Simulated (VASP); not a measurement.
Given:

```
CuZn
1.0
    2.86405     0.00000     0.00000
    0.00000     2.86405     0.00000
    0.00000     0.00000     2.86405
Zn Cu
1 1
Direct
  0.50000   0.50000   0.50000
  0.00000   0.00000   0.00000
```

All values below come from PBE GGA with D4 dispersion, VASP's PBE PAW potentials (set 64) (plane waves; VASP 6.6.1). Numerical set-up: 520 eV cut-off, 12×12×12 Γ-centred mesh, first-order Methfessel-Paxton smearing of 0.10 eV, potentials Zn Cu.

Q: Give the stress tensor in GPa (positive for a compressed cell).

A: 
```
9.86  0.00  0.00
0.00  9.86  0.00
0.00  0.00  9.86
```
The pressure is its mean diagonal, 9.86 GPa.

The compound is CuZn in the CsCl type structure. This cell is one point of a volume scan, at 0.94 of the reference volume. The electron count is odd and the run is not spin-polarised, which forces a metal.
